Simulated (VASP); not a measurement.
Given:

```yaml
crystal:
  lattice:
    - [4.07375, 0.00000, 0.00000]
    - [-2.03688, 3.52797, 0.00000]
    - [0.00000, 0.00000, 4.48598]
  atoms:
    - { symbol: Sr, position: [0.66667, 0.33333, 0.00000] }
    - { symbol: P, position: [0.33333, 0.66667, 0.50000] }
    - { symbol: Pt, position: [0.00000, 0.00000, 0.50000] }
```

All values below come from PBEsol GGA, VASP's PBE PAW potentials (set 64) (plane waves; VASP). Settings: 400 eV cut-off, 10×10×8 Γ-centred mesh, tetrahedra with Blöchl corrections, potentials Sr_sv P Pt.

Unless said otherwise, spin-orbit coupling is left out, though it shifts the bands of the heavy elements here.

Problem. Predict the energy per atom (σ→0), band gap (on the k-mesh) with the smallest direct gap where there is one.

Solution. 
| Item | Result |
|---|---|
| band gap (on the k-mesh) | none (metal, semimetal or under 0.01 eV) |
| energy per atom (σ→0) | -5.971 eV/atom |

The absolute energy has meaning only against runs of the same code, potentials and settings.

The structure comes from a computed database's SrPPt entry (P-6m2); how it stands against other phases isn't given here. It was relaxed first. The electron count is odd and the run is not spin-polarised, which forces a metal.
